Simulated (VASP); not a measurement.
Method: PBEsol GGA, VASP's PBE PAW potentials (set 64) (plane waves; VASP).

VASP ran on this input.

File KPOINTS:
```
Automatic mesh
0
Gamma
13 13 13
0 0 0
```

INCAR:
```
ALGO = Normal
EDIFF = 1E-6
ENCUT = 400
GGA = PS
ISIF = 2
ISMEAR = 0
LASPH = T
LCHARG = F
LREAL = F
LWAVE = F
NELM = 100
PREC = Accurate
SIGMA = 0.1
SYSTEM = C
```

### POSCAR
```
C
1.0
  0.0000000000   2.0844600000   3.2810400000
  1.2034400000   0.0000000000   3.2810400000
  1.2034400000   2.0844600000   0.0000000000
C
2
Cartesian
  1.2034400000   0.6948338964   3.2810400000
  1.2034400000   3.4740861036   3.2810400000
```

POTCAR, in this order: C (PBE.64 set). Program: vasp_std.

Q: What will the output report for the number of irreducible k-points (NKPTS), largest plane-wave count, number of space-group operations, FFT grid (NGX, NGY, NGZ)?

A: 
```yaml
number of irreducible k-points (NKPTS): 343
largest_plane_wave_count: 310
number_of_space_group_operations: 8
FFT grid (NGX, NGY, NGZ): 28 × 24 × 16
```

The structure comes from a measured C entry of the Crystallography Open Database, whose conditions weren't checked. The cell was not relaxed at this level, and its volume differs by -5.9 % from the start's.
